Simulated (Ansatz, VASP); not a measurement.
# Cross-check of HfRe (HfRe in the Bh ordering) between VASP and Ansatz, part 2 of 2

Wanted: the spread between two codes on one cell, functional and k mesh. The cell is generated by rule, not measured, and may not be a known phase. The cell is taken from a series of runs on this material, whose earlier steps may have relaxed, scaled, displaced or heated it; both programs get it as it stands.

VASP 6.6.1 and Ansatz 0.2.0.

So far: Starting point; VASP: relaxation of cell and atoms, PBEsol, pair 1; Ansatz: relaxation of cell and atoms, PBEsol, pair 1; Comparison.

### Step 5. VASP: relaxation of cell and atoms, PBEsol, pair 2

Level of this step: PBEsol; plane waves and PAW (Hf_pv, Re); invented cell (VASP).

The relaxed volume is the usual yardstick between codes: in a stiff, nearly cubic crystal its relative difference is about their pressure difference at one cell divided by the bulk modulus.

Contents of INCAR:

```
SYSTEM = HfRe
PREC = Accurate
ENCUT = 600
EDIFF = 1E-07
NELM = 120
ISMEAR = 0
SIGMA = 0.1
LREAL = .FALSE.
ALGO = Normal
GGA = PS
NBANDS = 14
LASPH = .TRUE.
LORBIT = 11
LWAVE = .FALSE.
LCHARG = .FALSE.
ISIF = 3
IBRION = 2
NSW = 80
EDIFFG = -0.005
GGA_COMPAT = .FALSE.
NELMIN = 4
KPAR = 2
```

Contents of POSCAR:

```
HfRe
1.0
    3.1306640000     -0.0000030000      0.0000000000
   -1.5653290000      2.7112360000      0.0000000000
    0.0000000000      0.0000000000      4.1696040000
Hf Re
1 1
Direct
    0.3333333948      0.6666667896      0.2500000000
    0.6666666052      0.3333332104      0.7500000000
```

Contents of KPOINTS:

```
Automatic mesh
0
Gamma
12 12 8
0 0 0
```

PAW data sets: Hf_pv and Re (PBE family, release 64).

Command:

```bash
mpirun -np 2 vasp_std
```

Numbers of over 12 decimals in the logs are rounded to 6 here.

The program printed:

```text
[banner, memory and clock lines left out]
running    2 mpi-ranks, on    1 nodes
[...]
[... a notice as in an earlier step ...]

 LDA part: xc-table for (Slater+PW92), standard interpolation
 POSCAR, INCAR and KPOINTS ok, starting setup
[...]
entering main loop
       N       E                     dE             d eps       ncg     rms          rms(c)
DAV:   1     0.430132203807E+02    0.43013E+02   -0.93877E+03  4134   0.142E+03
DAV:   2    -0.226428183278E+02   -0.65656E+02   -0.61146E+02  4520   0.393E+02
DAV:   3    -0.242796793520E+02   -0.16369E+01   -0.16063E+01  3844   0.490E+01
DAV:   4    -0.243038247920E+02   -0.24145E-01   -0.23731E-01  3986   0.351E+00
[...]
DAV:  13    -0.233836869467E+02   -0.12134E-06   -0.14365E-06  4428   0.171E-02    0.200E-02
DAV:  14    -0.233836867516E+02    0.19517E-06   -0.99880E-08  2026   0.560E-03    0.152E-03
DAV:  15    -0.233836867408E+02    0.10779E-07   -0.22985E-08  1888   0.395E-03
   1 F= -.23383687E+02 E0= -.23379402E+02  d E =-.233837E+02
[... from here on, the cycles between the ionic steps are left out ...]
   2 F= -.23387672E+02 E0= -.23383163E+02  d E =-.398544E-02
   3 F= -.23387720E+02 E0= -.23383170E+02  d E =-.403311E-02
   4 F= -.23386959E+02 E0= -.23382182E+02  d E =0.760762E-03
   5 F= -.23387938E+02 E0= -.23383314E+02  d E =-.218297E-03
[...]
reached required accuracy - stopping structural energy minimisation
```

OUTCAR, selected parts (step 5):

```text
  Total       -0.0027852     -0.0027852      0.0021220     -0.0000000     -0.0000000      0.0000000
  in kB       -0.1268948     -0.1268948      0.0966798     -0.0000000     -0.0000000      0.0000000
  external PRESSURE =      -0.0523699 kB  Pullay stress =       0.0000000 kB

 POSITION                                       TOTAL-FORCE (eV/Angst)
 -----------------------------------------------------------------------------------
      0.00000      1.79242      1.05325         0.000000     -0.000000      0.000000
      1.55228      0.89621      3.15976        -0.000000      0.000000      0.000000
 -----------------------------------------------------------------------------------
    total drift:                               -0.000000     -0.000046     -0.000000

  FREE ENERGIE OF THE ION-ELECTRON SYSTEM (eV)
  ---------------------------------------------------
  free  energy   TOTEN  =       -23.3879381524 eV

  energy  without entropy=      -23.3786900267  energy(sigma->0) =      -23.38331409

[... 2 parts as in an earlier step ...]

[... 2 further parts left out ...]
[key lines of the parts left out:]
E-fermi :   6.0782
```

### Step 6. Ansatz: relaxation of cell and atoms, PBEsol, pair 2

The same cell, functional, mesh and smearing now go to Ansatz, which takes its cutoff from its data sets.

The cell is taken from a series of runs on this material, whose earlier steps may have relaxed, scaled, displaced or heated it; both programs get it as it stands.

Contents of input.yaml:

```yaml
crystal:
  lattice:
    - [3.1306636756, -3.0402e-06, 0.0]
    - [-1.5653292049, 2.7112357939, 0.0]
    - [0.0, 0.0, 4.1696036508]
  atoms:
    - { symbol: Hf, position: [0.3333333333, 0.6666666667, 0.25] }
    - { symbol: Re, position: [0.6666666667, 0.3333333333, 0.75] }
kpoints:
  mp_grid: { grid: [12, 12, 8] }
hamiltonian:
  xc: pbesol
scf:
  occupations: { method: gaussian, width: 0.1 }
output:
  forces: true
  stress: true
  eigenvalues: true
relax:
  adjacent_minimum: "off"
  f_tol: 0.005
  max_steps: 80
  cell: { stress_tol: 0.05 }
```

Command:

```bash
ansatz run input.yaml --threads 4 --pin off --max-ram 8192MiB --backend cpu --events-out ev --progress --plain --runs-dir out
```

The program printed:

```text
[...]
Crystal: 2 atoms, lattice volume = 35.391 Å³
Basis set: ecut = 420 eV, 685 PW (Γ), exchange–correlation on 48×48×60 points (8 copies of the dense FFT grid, shifted against one another)
Bands: 25, of which v1, the nominal top of the filled ones, is band 21 counted from 1 (20 counted from 0)
Symmetry: 12 space group operations
[...]
k-points: 95 of 1152 (time reversal used)
[...]
k-point 94: bands = [... 17 lower, 19.7270, 19.9547, 20.8266, 22.3553, 24.0889, 24.3733, 24.7165, 27.5658]
--- Relaxed structure (5 steps of the walk, 5 accepted, 1 SCFs on fresh bases) ---
[...]
cell:  # Å, volume = 35.2064 Å³
    - [3.099637, -3.010075546467681e-6, 0.0]
    - [-1.549816, 2.684366, 0.0]
    - [0.0, 0.0, 4.231253]
  atoms:
    - { symbol: Hf, position: [0.333333, 0.666667, 0.25] }
    - { symbol: Re, position: [0.666667, 0.333333, 0.750000] }
[key lines of the parts left out:]
SCF converged after 6 iterations
Free energy (F): -26334.726574 eV
Fermi energy:    22.339318 eV
P = ⅓ Tr σ = -0.0031 GPa (-0.031 kbar)
```

### Step 7. Comparison

What differs besides the data sets and the points named for the pairs above, as far as they apply: the data sets hold 41 valence electrons in Ansatz (on its default PAW (the set named soft_2) files) and 17 in VASP. Total energies have different zeros and are not compared.

Compared:

| quantity | Ansatz | VASP | difference |
| --- | --- | --- | --- |
| volume (Å³) | 35.21 | 35.17 | +0.11 % |
| edge a after relaxation, in the typed setting (Å) | 3.100 | 3.105 | -0.16 % |
| edge c after relaxation, in the typed setting (Å) | 4.231 | 4.213 | +0.43 % |

### Step 8. What came out

| Property | Result |
| --- | --- |
| difference in edge c after relaxation, in the typed setting (relaxation of cell and atoms, PBEsol, pair 1) | 0.39 % |
| difference in edge c after relaxation, in the typed setting (relaxation of cell and atoms, PBEsol, pair 2) | 0.43 % |

**Reading.** The difference in edge c after relaxation, in the typed setting is 0.43 % (relaxation of cell and atoms, PBEsol, pair 2), within the 1.2 % picked in this series as the mark of a large difference, as far as the stopping tolerances let one tell. The data sets hold unlike numbers of valence electrons (41 in Ansatz and 17 in VASP), so part of the differences comes from the potentials. VASP runs on this material, other cells of it included, that failed, so that no pair exists: relaxation of cell and atoms, PBEsol (crashed). How closely two codes agree says nothing of how well the functional describes the real material.

[Lines on the potential files, build, host, timing and source positions are cut from VASP's logs without a mark.]

[Logs are printed without paths, hosts, clocks, repeated set-up lines and the standing remarks that a program may print on its own settings, such as how far it seeks lower states.]

[Hosts, paths, dates, database ids (printed as entryN), source tags and the programs' standing remarks are cut or masked in the printed files.]
